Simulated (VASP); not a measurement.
A run of VASP 6.6.1:

POSCAR

```
FeI2
1.0
    4.0399994600      0.0000000000      0.0000000000
   -2.0199997300      3.4987421600      0.0000000000
    0.0000000000      0.0000000000     13.5000020000
Fe I
2 4
Direct
    0.0000000000      0.0000000000      0.0000000000
    0.0000000000      0.0000000000      0.5000000000
    0.3333333333      0.6666666667      0.1250000000
    0.6666666667      0.3333333333      0.3750000000
    0.3333333333      0.6666666667      0.6250000000
    0.6666666667      0.3333333333      0.8750000000
```

File INCAR.step1:

```
  PREC = Accurate
  ENCUT = 450
  EDIFF = 1E-5
  ISMEAR = 0
  SIGMA = 0.05
  LREAL = False
  LASPH = True
  NELM = 100
  ALGO = Normal
  ISIF = 2
  LWAVE = True
  ISPIN = 2
  MAGMOM = 3 -3 0 0 0 0
  LORBIT = 11
  LMAXMIX = 4
  NBANDS = 35
  GGA = PE
```

Contents of INCAR.step2:

```
  PREC = Accurate
  ENCUT = 450
  EDIFF = 1E-6
  ISMEAR = 0
  SIGMA = 0.05
  LREAL = False
  LASPH = True
  NELM = 100
  ALGO = Normal
  ISIF = 2
  LWAVE = False
  LCHARG = True
  ISPIN = 2
  MAGMOM = 3 -3 0 0 0 0
  LORBIT = 11
  LMAXMIX = 4
  GGA = PE
  LHFCALC = True
  HFSCREEN = 0.2
  PRECFOCK = Fast
  LELF = True
  LVHAR = True
  NBANDS = 35
  ISTART = 1
```

File KPOINTS:

```
regular mesh
0
Gamma
  3 3 1
```

Potentials or basis: VASP PAW PBE potentials, release 64 (Fe, I).

The run is started by

```sh
$ cat potpaw_PBE.64/Fe/POTCAR potpaw_PBE.64/I/POTCAR > POTCAR
$ cp INCAR.step1 INCAR
$ mpirun -np 1 vasp_std > vasp.out
$ cp INCAR.step2 INCAR
$ mpirun -np 1 vasp_std > vasp.out
```

Hardware: 1 thread of AMD EPYC 9R45 96-Core Processor (Zen 5), on a shared host.

**Question.** How long does it take, and how much memory?

**Answer.** Wall time 16 min on 1 thread of AMD EPYC 9R45 96-Core Processor (Zen 5), with other jobs on the host, peak memory 0.4 GiB. Counts: scf iterations 43, k points 3.
